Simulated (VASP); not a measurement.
VASP runs on CsCl (space group F-43m) share one base input (PBE GGA, plane waves, VASP's PBE PAW potentials (set 64)) and change the settings named in each case.

**KPOINTS**
```
Regular mesh
0
gamma
 8 8 8
```

**INCAR**
```
! general
SYSTEM  = CsCl
PREC    = Accurate
ENCUT   = 300
LREAL   = .FALSE.
LASPH   = .TRUE.

! electronic loop
EDIFF   = 1E-6
NELM    = 100
ALGO    = Normal
LMAXMIX = 4

! smearing
ISMEAR  = -1
SIGMA   = 0.1

! functional
GGA     = PE

! ions
ISIF    = 2

! output
LWAVE   = .FALSE.
LCHARG  = .FALSE.
```

File POSCAR:
```
CsCl
1
    0.0000000000     3.8706620000     3.8706620000
    3.8706620000     0.0000000000     3.8706620000
    3.8706620000     3.8706620000     0.0000000000
Cl Cs
1 1
Direct
  0.2500000000   0.2500000000   0.2500000000
  0.0000000000   0.0000000000   0.0000000000
```

POTCAR, in this order: Cl Cs_sv (PBE.64 set). Program: vasp_std.

```tsv
change	E(σ→0) (eV/atom)	pressure (GPa)	gap on the mesh (eV)
base run	-3.2316	0.19	4.37
GGA removed, POTCAR Cl Cs_sv (LDA.64 set)	-3.4611	-0.99	4.13
GGA_COMPAT = .FALSE., LNONCOLLINEAR = .TRUE., LSORBIT = .TRUE., MAGMOM = 0.0 0.0 0.0 0.0 0.0 0.0, program vasp_ncl	-3.3131	0.18	4.33
KPOINTS 4×4×4 Γ-centred mesh	-3.2317	0.19	4.37
```
 Energies of different potentials or functionals have different zeros.  Unless said otherwise, spin-orbit coupling is left out, though it shifts the bands of the heavy elements here. At 300 eV the pressure can carry a Pulay error.

Left out are runs that ran out of time, are held back, or changed the cell or the kind of run, fixed moments of cells without a moment, rows past the twelfth, gaps on odd meshes, pressures of charged cells and columns that move by less than the noise.

The structure was generated: CsCl was put into an ordered model structure, which need not be its known phase. The cell was not relaxed at this level, its lattice was scaled by up to 2.5 %.
